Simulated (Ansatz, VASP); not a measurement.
## Sb (Antimony): VASP beside Ansatz

Aim: how closely do two programs agree when they are given the same cell, functional and k mesh? The cell is taken from a series of runs on this material, whose earlier steps may have relaxed, scaled, displaced or heated it; both programs get it as it stands.

Method: plane waves, with VASP 6.6.1 beside it; zone-centre phonons at PBE with D3(BJ), in Ansatz 0.2.0.

### Step 1. Set-up

Symmetry: R-3m, No. 166, trigonal system. Conventional cell: a = 4.324 Å, b = 4.324 Å, c = 11.040 Å, α = 90.00°, β = 90.00°, γ = 120.00°. Nearest to Sb lie 3 Sb at 2.93 Å.

Structure file:

```xyz
2
Lattice="2.1618 1.2481 3.6801 -2.1618 1.2481 3.6801 0.0000 -2.4963 3.6801" Properties=species:S:1:pos:R:3 pbc="T T T"
Sb    0.0000    0.0000    2.6068
Sb    0.0000    0.0000    8.4336
```

### Step 2. VASP: zone-centre phonons, PBE with D3(BJ)

Second derivatives magnify differences that forces hide, and they need a tight electronic threshold.

Lines of VASP's logs that name or quote its potential files are left out, and so is its time.

Contents of INCAR:

```
SYSTEM = Sb
PREC = Accurate
ENCUT = 500
EDIFF = 1E-08
NELM = 120
ISMEAR = 1
SIGMA = 0.2
LREAL = .FALSE.
ALGO = Normal
GGA = PE
IVDW = 12
NBANDS = 11
LORBIT = 11
LWAVE = .FALSE.
LCHARG = .FALSE.
ISIF = 2
IBRION = 6
NFREE = 2
POTIM = 0.015
NSW = 1
LASPH = .TRUE.
GGA_COMPAT = .FALSE.
KPAR = 2
```

Contents of POSCAR:

```
Sb
1.0
    2.1618435197      1.2481409381      3.6801380143
   -2.1618435197      1.2481409381      3.6801380143
    0.0000000000     -2.4962818761      3.6801380143
Sb
2
Direct
    0.2361183940      0.2361183940      0.2361183940
    0.7638816060      0.7638816060      0.7638816060
```

Contents of KPOINTS:

```
Automatic mesh
0
Gamma
12 12 12
0 0 0
```

Potentials, in the order of the species: Sb (PBE family, release 64).

On the command line:

```sh
> mpirun -np 2 vasp_std
```

Numbers of over 12 decimals in the logs are rounded to 6 here.

Log:

```text
[banner, memory and clock lines left out]
running    2 mpi-ranks, on    1 nodes
 distrk:  each k-point on    1 cores,    2 groups
 distr:  one band on    1 cores,    1 groups

 POSCAR found type information on POSCAR Sb
 POSCAR found :  1 types and       2 ions
 LDA part: xc-table for (Slater+PW92), standard interpolation
 POSCAR, INCAR and KPOINTS ok, starting setup
 FFT: planning ... GRIDC
 FFT: planning ... GRID_SOFT
 FFT: planning ... GRID
 WAVECAR not read
 entering main loop
       N       E                     dE             d eps       ncg     rms          rms(c)
DAV:   1     0.349230378584E+02    0.34923E+02   -0.35787E+03  4158   0.698E+02
DAV:   2    -0.643317259847E+01   -0.41356E+02   -0.40146E+02  5553   0.112E+02
DAV:   3    -0.822917853798E+01   -0.17960E+01   -0.17873E+01  5053   0.265E+01
DAV:   4    -0.824420121109E+01   -0.15023E-01   -0.15021E-01  4722   0.289E+00
DAV:   5    -0.824438026423E+01   -0.17905E-03   -0.17905E-03  4803   0.350E-01    0.300E+00
DAV:   6    -0.824438353473E+01   -0.32705E-05   -0.21726E-03  4739   0.342E-01    0.181E+00
DAV:   7    -0.824465014241E+01   -0.26661E-03   -0.52530E-03  4542   0.525E-01    0.818E-02
DAV:   8    -0.824476566358E+01   -0.11552E-03   -0.16362E-04  4805   0.839E-02    0.234E-02
DAV:   9    -0.824479026010E+01   -0.24597E-04   -0.36419E-05  4533   0.395E-02    0.428E-03
DAV:  10    -0.824479108461E+01   -0.82451E-06   -0.36452E-06  4903   0.109E-02    0.131E-03
DAV:  11    -0.824479116452E+01   -0.79910E-07   -0.34760E-07  4629   0.399E-03    0.897E-04
DAV:  12    -0.824479142999E+01   -0.26547E-06   -0.41366E-08  4719   0.120E-03    0.183E-04
DAV:  13    -0.824479144868E+01   -0.18683E-07   -0.57175E-09  3298   0.496E-04    0.927E-05
DAV:  14    -0.824479144601E+01    0.26605E-08   -0.44175E-10  2319   0.159E-04
   1 F= -.92036147E+01 E0= -.92044198E+01  d E =0.241558E-02
[...]
2 F= -.92033909E+01 E0= -.92041859E+01  d E =0.238497E-02
[...]
3 F= -.92033909E+01 E0= -.92041859E+01  d E =0.238497E-02
[...]
4 F= -.92036559E+01 E0= -.92044400E+01  d E =0.235217E-02
 Finite differences progress:
  Degree of freedom:   2/  2
  Displacement:        1/  2
  Total:               3/  4
 bond charge predicted
       N       E                     dE             d eps       ncg     rms          rms(c)
DAV:   1    -0.824318603724E+01    0.16727E-02   -0.23777E-01  4227   0.274E+00    0.103E-01
DAV:   2    -0.824366961843E+01   -0.48358E-03   -0.56411E-03  4777   0.559E-01    0.369E-02
DAV:   3    -0.824366630630E+01    0.33121E-05   -0.91277E-05  4735   0.714E-02    0.168E-02
DAV:   4    -0.824366944570E+01   -0.31394E-05   -0.11193E-05  4767   0.196E-02    0.522E-03
DAV:   5    -0.824366983979E+01   -0.39408E-06   -0.95511E-07  4662   0.605E-03    0.718E-04
DAV:   6    -0.824366981426E+01    0.25526E-07   -0.52505E-08  4746   0.152E-03    0.451E-04
DAV:   7    -0.824366977942E+01    0.34838E-07   -0.10379E-08  2747   0.576E-04    0.112E-04
DAV:   8    -0.824366977113E+01    0.82867E-08   -0.18509E-09  2349   0.288E-04
   5 F= -.92025204E+01 E0= -.92033266E+01  d E =0.241858E-02
 Finite differences progress:
  Degree of freedom:   2/  2
  Displacement:        2/  2
  Total:               4/  4
```

OUTCAR, selected parts (step 2):

```text
ion  position               nearest neighbor table
   1  0.236  0.236  0.236-   2 2.93   2 2.93   2 2.93   2 3.29   2 3.29   2 3.29
   2  0.764  0.764  0.764-   1 2.93   1 2.93   1 2.93   1 3.29   1 3.29   1 3.29

  LATTYP: Found a trigonal (rhomboedric) cell.
 ALAT       =     4.4468909374
 COS(alpha) =     0.5273218253

 Subroutine GETGRP returns: Found 12 space group operations
 (whereof 12 operations were pure point group operations)

The static configuration has the point symmetry D_3d.

 Found    189 irreducible k-points:

   k-points           NKPTS =    189   k-points in BZ     NKDIM =    189   number of bands    NBANDS=     11

   dimension x,y,z NGX =    32 NGY =   32 NGZ =   32
   dimension x,y,z NGXF=    64 NGYF=   64 NGZF=   64

   ENCUT  =  500.0 eV  36.75 Ry    6.06 a.u.   8.11  8.11  8.11*2*pi/ulx,y,z

   NELECT =      10.0000    total number of electrons

 k-points in reciprocal lattice and weights: Automatic mesh
   0.00000000  0.00000000  0.00000000       0.001
   0.08333333 -0.00000000 -0.00000000       0.003
   0.16666667 -0.00000000  0.00000000       0.003
   0.25000000 -0.00000000 -0.00000000       0.003
   0.33333333 -0.00000000 -0.00000000       0.003
   0.41666667 -0.00000000  0.00000000       0.003
   0.50000000 -0.00000000 -0.00000000       0.002
   0.08333333  0.08333333 -0.00000000       0.003
   0.16666667  0.08333333 -0.00000000       0.007
[...]
-0.41666667  0.50000000  0.41666667       0.003
   0.50000000  0.50000000  0.50000000       0.001

 Edisp (eV)   -0.95880

 average (electrostatic) potential at core
       1 -85.7145       2 -85.7145

 E-fermi :   7.4055

 k-point     1 :       0.0000    0.0000    0.0000
  band No.  band energies     occupation
      1      -5.3356      2.00000
      2       2.7369      2.00000
      3       5.4706      2.00000
      4       5.5758      2.00000
      5       5.5758      2.00000
      6       9.6993     -0.00000
      7      10.2297     -0.00000
      8      10.2297     -0.00000
      9      12.3782      0.00000
     10      12.3782      0.00000
    ...

 k-point     2 :       0.0833   -0.0000   -0.0000
  band No.  band energies     occupation
      1      -5.2585      2.00000
      2       2.3513      2.00000
      3       5.4882      2.00000
      4       5.5659      2.00000
      5       5.7699      2.00000
      6       9.6178     -0.00000
      7      10.0119     -0.00000
      8      10.0141     -0.00000
      9      12.0944      0.00000
     10      12.4003      0.00000
    ...

 k-point     3 :       0.1667   -0.0000    0.0000
  band No.  band energies     occupation
      1      -5.0282      2.00000
      2       1.4748      2.00000
      3       5.5037      2.00000
      4       5.5464      2.00000
      5       6.1430      2.00000
      6       9.2709     -0.00000
      7       9.4670     -0.00000
      8       9.4958     -0.00000
      9      11.9520      0.00000
     10      12.5246      0.00000
    ...

 Edisp (eV)   -0.95885

  Total       0.08462     0.08462     0.10337     0.00000     0.00000     0.00000
  in kB       2.27557     2.27557     2.77965     0.00000     0.00000     0.00000
  external pressure =        2.44 kB  Pullay stress =        0.00 kB

  energy-cutoff  :      500.00
  volume of cell :       59.58
      direct lattice vectors                 reciprocal lattice vectors
     2.161843520  1.248140938  3.680138014     0.231284085  0.133531929  0.090576313
    -2.161843520  1.248140938  3.680138014    -0.231284085  0.133531929  0.090576313
     0.000000000 -2.496281876  3.680138014     0.000000000 -0.267063857  0.090576313

 POSITION                                       TOTAL-FORCE (eV/Angst)
 -----------------------------------------------------------------------------------
      0.00000      0.00000      2.59184         0.000000      0.000000      0.110541
      0.00000      0.00000      8.43357         0.000000     -0.000000     -0.110541
 -----------------------------------------------------------------------------------
    total drift:                               -0.000000      0.000000      0.000010

  FREE ENERGIE OF THE ION-ELECTRON SYSTEM (eV)
  ---------------------------------------------------
  free  energy   TOTEN  =        -9.2025204155 eV

  energy  without entropy=       -9.2049389913  energy(sigma->0) =       -9.20332661

 Eigenvectors and eigenvalues of the dynamical matrix
 ----------------------------------------------------

   1 f  =    4.334862 THz    27.236738 2PiTHz  144.595416 cm-1    17.927539 meV
             X         Y         Z           dx          dy          dz
      0.000000  0.000000  2.606845     0.000000   -0.000000   -0.707107
      0.000000  0.000000  8.433569    -0.000000    0.000000    0.707107

   2 f  =    2.830947 THz    17.787363 2PiTHz   94.430217 cm-1    11.707849 meV
             X         Y         Z           dx          dy          dz
      0.000000  0.000000  2.606845    -0.000004    0.707107   -0.000000
      0.000000  0.000000  8.433569     0.000004   -0.707107    0.000000

   3 f  =    2.830947 THz    17.787363 2PiTHz   94.430217 cm-1    11.707849 meV
             X         Y         Z           dx          dy          dz
      0.000000  0.000000  2.606845     0.707107    0.000004   -0.000000
      0.000000  0.000000  8.433569    -0.707107   -0.000004    0.000000

   4 f  =    0.000000 THz     0.000000 2PiTHz    0.000002 cm-1     0.000000 meV
             X         Y         Z           dx          dy          dz
      0.000000  0.000000  2.606845    -0.000000   -0.043567    0.705763
      0.000000  0.000000  8.433569    -0.000000   -0.043567    0.705763

   5 f/i=    0.000000 THz     0.000000 2PiTHz    0.000001 cm-1     0.000000 meV
             X         Y         Z           dx          dy          dz
      0.000000  0.000000  2.606845    -0.000000   -0.705763   -0.043567
      0.000000  0.000000  8.433569    -0.000000   -0.705763   -0.043567

   6 f/i=    0.000000 THz     0.000000 2PiTHz    0.000001 cm-1     0.000000 meV
             X         Y         Z           dx          dy          dz
      0.000000  0.000000  2.606845     0.707107   -0.000000   -0.000000
      0.000000  0.000000  8.433569     0.707107   -0.000000   -0.000000

 ELASTIC MODULI CONTR FROM IONIC RELAXATION (kBar)
 Direction    XX          YY          ZZ          XY          YZ          ZX
 --------------------------------------------------------------------------------
 XX         -96.9884    -75.0453   -136.3235      0.0000     44.6661     -0.0000
 YY         -75.0453    -96.9884   -136.3235     -0.0000    -44.6661      0.0000
 ZZ        -136.3235   -136.3235   -216.0519      0.0000     -0.0000     -0.0000
 XY           0.0000     -0.0000      0.0000    -10.9715     -0.0000     44.6661
 YZ          44.6661    -44.6661     -0.0000     -0.0000   -181.8393      0.0000
 ZX          -0.0000      0.0000     -0.0000     44.6661      0.0000   -181.8393
 --------------------------------------------------------------------------------

 total charge
# of ion       s       p       d       tot
------------------------------------------
    1        1.213   1.150   0.037   2.400
    2        1.213   1.150   0.037   2.400
--------------------------------------------------
tot          2.427   2.300   0.074   4.800

[... 3 further parts left out ...]
```

CONTCAR:

```
Sb
   1.00000000000000
     2.1618435197000001    1.2481409380999999    3.6801380143000002
    -2.1618435197000001    1.2481409380999999    3.6801380143000002
     0.0000000000000000   -2.4962818760999999    3.6801380143000002
  Sb
     2
Direct
     0.2347597493023017    0.2347597493023017    0.2347597493022473
     0.7638816059999982    0.7638816059999982    0.7638816059999982
```

Levels, forces or a CONTCAR printed for this step are those of its last displaced cell, not of the structure at rest.

### Step 3. Ansatz: zone-centre phonons, PBE with D3(BJ)

Ansatz runs on its default PAW (the set named soft_2) files.

The same cell, functional, mesh and smearing now go to Ansatz, which takes its cutoff from its data sets.

Contents of input.yaml:

```yaml
crystal:
  lattice:
    - [2.1618435197, 1.2481409381, 3.6801380143]
    - [-2.1618435197, 1.2481409381, 3.6801380143]
    - [0.0, -2.4962818761, 3.6801380143]
  atoms:
    - { symbol: Sb, position: [0.236118394, 0.236118394, 0.236118394] }
    - { symbol: Sb, position: [0.763881606, 0.763881606, 0.763881606] }
kpoints:
  mp_grid: { grid: [12, 12, 12] }
hamiltonian:
  xc: pbe
  dispersion: d3bj
scf:
  occupations: { method: methfessel_paxton, width: 0.2 }
output:
  eigenvalues: true
phonons:
  method: dfpt
```

On the command line:

```sh
> ansatz run input.yaml --threads 4 --pin off --max-ram 16384MiB --backend cpu --events-out ev --progress --plain --runs-dir out
```

Log:

```text
Engine: ansatz 0.2.0, aarch64-unknown-linux-gnu
Pseudopotentials: kind: paw
Pseudopotential: Sb, paw, valence charge 15, recommended cutoff 420 eV (normal), Sb.paw.azcp
Functional definition: PBE
  parameter kappa = 0.804
  parameter beta = 0.066725
  exchange = pbe_x(kappa = kappa, mu = beta*pi^2/3)
  correlation = pbe_c(beta = beta)
Crystal: 2 atoms, lattice volume = 59.580 Å³
Basis set: ecut = 420 eV, 1183 PW (Γ), exchange–correlation on 60×60×60 points (8 copies of the dense FFT grid, shifted against one another)
Bands: 19, of which v1, the nominal top of the filled ones, is band 15 counted from 1 (14 counted from 0)
Symmetry: 12 space group operations
k-points: 476 of 1728 (irreducible under 2 space group operations, time reversal used)
Non-local potential: Sb, projectors of the file, l = 0: 2, l = 1: 2, l = 2: 2, l = 3: 2
PAW form: soft (Blöchl's): semilocal exchange-correlation on the pseudo side does not see the compensation charge
PAW one-centre angular grid: Sb, 590 points (default); XC on 64 Gauss nodes
Initial density: superposition of atomic densities (neutral atoms: chi_scale 0, normalization atom), corrected by the library's trained network
Initial wavefunctions: pseudopotential atomic-orbital guess
Functional: x = pbe(κ = 0.804, μ = 0.219515), c = pbe(β = 0.066725)
SCF iter   1: F=—  HF=-12969.906581 eV  |F-HF|=—  |Δ(HF+E_count)|=         —  Δρ=1.90e-3  dr2=2.20e-3  ethr=1.77e-3  ⟨swp⟩=5.7  Hψ=43893  notcnv=0
preconditioner: auto → Kerker (q_TF=auto, 2.433 Å⁻¹)  [metal: Δε(μ)=0.121 eV  Ē_g=8.698 eV  σ=0.200 eV  W_gap=0.45  n_scr=14 (ndim 8)  ℏωp=15.2 eV  f_vac=0.001  D(μ)=0.17/eV (n_scr^D=0)]
SCF iter   2: F=—  HF=-12969.905266 eV  |F-HF|=—  |Δ(HF+E_count)|=   1.31e-3  S|Δr|=    0.00e0  Δρ=1.08e-3  dr2=5.72e-4  ethr=7.34e-6  ⟨swp⟩=2.3  Hψ=20048  notcnv=0
SCF iter   3: F=—  HF=-12969.905313 eV  |F-HF|=—  |Δ(HF+E_count)|=   4.70e-5  S|Δr|=    0.00e0  Δρ=3.80e-4  dr2=6.77e-5  ethr=1.91e-6  ⟨swp⟩=2.2  Hψ=14666  notcnv=0
SCF iter   4: F=—  HF=-12969.905323 eV  |F-HF|=—  |Δ(HF+E_count)|=   9.39e-6  S|Δr|=    0.00e0  Δρ=1.45e-4  dr2=1.06e-5  ethr=2.26e-7  ⟨swp⟩=3.0  Hψ=16022  notcnv=0
SCF iter   5: F=—  HF=-12969.905323 eV  |F-HF|=—  |Δ(HF+E_count)|=   7.10e-7  S|Δr|=    0.00e0  Δρ=2.62e-5  dr2=7.22e-7  ethr=3.54e-8  ⟨swp⟩=2.0  Hψ=16188  notcnv=0
SCF iter   6: F=—  HF=-12969.905324 eV  |F-HF|=—  |Δ(HF+E_count)|=   3.92e-7  S|Δr|=    0.00e0  Δρ=1.05e-5  dr2=8.40e-8  ethr=2.41e-9  ⟨swp⟩=2.0  Hψ=11426  notcnv=0
SCF iter   7: F=—  HF=-12969.905324 eV  |F-HF|=—  |Δ(HF+E_count)|=   3.39e-8  S|Δr|=    0.00e0  Δρ=2.48e-6  dr2=5.07e-9  ethr=2.80e-10  ⟨swp⟩=2.3  Hψ=12911  notcnv=0
SCF iter   8: F=—  HF=-12969.905324 eV  |F-HF|=—  |Δ(HF+E_count)|=   2.69e-9  S|Δr|=    0.00e0  Δρ=6.66e-7  dr2=4.72e-10  ethr=1.69e-11  ⟨swp⟩=2.0  Hψ=11428  notcnv=0
SCF iter   9: F=—  HF=-12969.905324 eV  |F-HF|=—  |Δ(HF+E_count)|=  1.40e-10  S|Δr|=    0.00e0  Δρ=3.21e-7  dr2=6.67e-11  ethr=1.57e-12  ⟨swp⟩=2.4  Hψ=15507  notcnv=0
SCF iter  10: F=-12969.905324 eV  HF=-12969.905324 eV  |F-HF|=3.64e-12  |Δ(HF+E_count)|=  1.46e-11  S|Δr|=    0.00e0  Δρ=6.49e-8  dr2=3.74e-12  ethr=1.00e-12  ⟨swp⟩=6.0  Hψ=36700  notcnv=0
SCF 1 converged in 10 iterations: F = -12969.905324 eV  dr2 = 3.74e-12
  greatest PAW one-centre occupation: 0.996 electrons in one spin orbital (limit 2), on the Sb atom at site 1 (counted from 0), in its partial waves of l = 2
DFPT response loops at Γ: preconditioner auto → Kerker (q_TF=auto, 2.433 Å⁻¹) (partly filled bands, converged f_vac=0.001); β = 1.00, the filter's whole step (`scf.mixing.beta` (0.50) is not read by the response loops under this deck's `scf.mixing.preconditioner`; to damp them name `kerker` or `kerker_dos`, under which they read `scf.mixing.beta`, and type it under 1.00, their step now; both keys bind the ground state too); Broyden in place of MSR1
SCF converged after 10 iterations
Stability not checked: this state was not tested for a lower state beside it, because cold or Methfessel-Paxton smearing, or corrected tetrahedra, fill the levels in a way that the test cannot read (fill_not_monotonic; see scf.lower_state_search)
Free energy (F): -12969.905324 eV
Harris-Foulkes:  -12969.905324 eV  (|F-HF|=3.64e-12)
Internal energy: -12969.907709 eV  (E = F + TS)
E sigma→0 (E₀):  -12969.905920 eV
Entropy (-TS):   0.002385 eV (1.193 meV/atom)
Fermi energy:    10.243299 eV
--- Per-component energies (eV) ---
  E_band       = -332.890606
  E_kinetic    = 414.220038
  E_local      = -3161.390706  (includes V_loc(G=0)·N_el)
  E_nonlocal   = 724.389612
  E_hartree    = 1435.652090
  E_xc         = -277.107553
  E_vxc        = -192.793125  (∫ρ·V_xc dr)
  E_paw        = -9150.582284  (= ΣΔE_a)
  E_vpaw       = -988.620613  (= ΣTr[D̂ρ^β])
  E_aug_tail   = -0.000003  (compensation charges beyond the density's cutoff)
  E_ewald      = -2954.129809
  E_disp       = -0.959092  (pairwise vdW)
  E_smearing   = 0.002385  (= −TS)
  E_closure    = 0.000000  (closes the sum)
  Σ components = -12969.905324   (vs F -12969.905324, Δ=0.00e0)
--- Band table (eV; the first three rows and the last of 476) ---
  k-point 0: bands = [... 11 lower, 5.5491, 8.2889, 8.4341, 8.4341, 12.6197, 13.0901, 13.0901, 15.2579]
  k-point 1: bands = [... 11 lower, 5.1699, 8.3124, 8.4262, 8.6193, 12.5220, 12.8597, 12.8662, 14.9712]
  k-point 2: bands = [... 11 lower, 4.3032, 8.3353, 8.4121, 8.9844, 12.1423, 12.2940, 12.3305, 14.8401]
  k-point 475: bands = [... 11 lower, 1.0974, 9.0017, 9.0017, 9.8311, 10.2030, 10.2030, 11.1795, 17.6262]
--- Phonons (Γ-DFPT): 2 representative perturbations + reference, on 476 of 1728 k-points (Σ response iterations 6) ---
  k mesh reduced under 2 symmetry operations, with k and −k counted as one. Each operation leaves every solved perturbation unchanged. A smaller set is not used because it would not reduce the number of displacements times k-points to solve
  ASR residual: 3.839e-5 → 0.000e0 eV/Å²; symmetrization residual: 1.920e-5 eV/Å²
  pairwise dispersion correction: d3bj (s6 = 1.0, s8 = 0.7875, a1 = 0.4289, a2_bohr = 4.4407), with the weights of each atom's references fixed at the reference crystal's, and the forces and stress that the weights' published response gives there kept as a pressure on the atom's counted neighbours (hamiltonian.dispersion)
  ASR residual per site (eV/Å²): 3.84e-5 3.84e-5
  Γ frequencies (cm⁻¹): 0.00 0.00 0.00 91.48 91.48 142.41
  non-analytic LO–TO correction: not included (Born effective charges unavailable; polar crystals: no LO–TO splitting at Γ)
```

The column dr2 measures how far the density is from self-consistency, as an energy; F and HF (Harris–Foulkes) agree once it is small.

### Step 4. Comparison

Known differences besides the potentials themselves: the data sets hold 30 valence electrons in Ansatz (on its default PAW (the set named soft_2) files) and 10 in VASP; the cutoff is 420 eV in Ansatz and 500 eV in VASP; Ansatz takes the dispersion share of the force constants at frozen C6 weights, VASP differentiates the full forces; VASP uses finite displacements, Ansatz perturbation theory. Total energies have different zeros and are not compared.

The two programs side by side:

| quantity | Ansatz | VASP | difference |
| --- | --- | --- | --- |
| optical mode 1 to 2 (cm⁻¹) | 91.5 | 94.4 | -3.12 % |
| optical mode 3 (cm⁻¹) | 142.4 | 144.6 | -1.51 % |

Modes are paired by rising frequency, not by their patterns, so a pair may set unlike modes beside each other; they are those without the splitting of longitudinal modes.

### Step 5. Summary of results

| Quantity | Value |
| --- | --- |
| r.m.s. difference of the optical zone-centre modes, each program's sorted by frequency (zone-centre phonons, PBE with D3(BJ)) | 2.7 cm⁻¹ |
| difference in optical mode 1 to 2 (zone-centre phonons, PBE with D3(BJ)) | -3.1 % |

In words: The r.m.s. difference of the optical zone-centre modes, each program's sorted by frequency is 2.7 cm⁻¹ (zone-centre phonons, PBE with D3(BJ)). The data sets hold unlike numbers of valence electrons (30 in Ansatz and 10 in VASP), so part of the differences comes from the potentials. Among the rows given in per cent, the largest difference of the zone-centre phonons, PBE with D3(BJ) pair is in optical mode 1 to 2, -3.1 %. How closely two codes agree says nothing of how well the functional describes the real material.

[Lines on the potential files, build, host, timing and source positions are cut from VASP's logs without a mark.]

[Logs are printed without paths, hosts, clocks, repeated set-up lines and the standing remarks that a program may print on its own settings, such as how far it seeks lower states.]

[Hosts, paths, dates, database ids (printed as entryN), source tags and the programs' standing remarks are cut or masked in the printed files.]
